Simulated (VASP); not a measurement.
Here is the system:

```
CELL_PARAMETERS angstrom
     -2.87406     2.87406     2.87406
      2.87406    -2.87406     2.87406
      2.87406     2.87406    -2.87406
ATOMIC_POSITIONS crystal
  Cs 0.00000 0.00000 0.00000
```

These are LDA (Ceperley-Alder, Perdew-Zunger), VASP's LDA PAW potentials (set 64) (plane waves; VASP 6.6.1) values and carry that method's errors. Settings: 520 eV cut-off, Gaussian smearing of 0.050 eV, potentials Cs_sv.

Give the energies of bands 5 to 7 at the high-symmetry points, in eV from the Fermi level.

```json
[
 {"band": "5", "Γ": "-1.88", "H": "0.48", "N": "-0.08", "P": "1.06"},
 {"band": "6", "Γ": "2.53", "H": "0.48", "N": "1.18", "P": "1.06"},
 {"band": "7", "Γ": "2.53", "H": "3.55", "N": "1.56", "P": "1.06"}
]
```

It has no gap at this level: it comes out as a metal or semimetal.

The compound is Cs in the bcc structure. It was relaxed first, which changed the volume by -16 %.
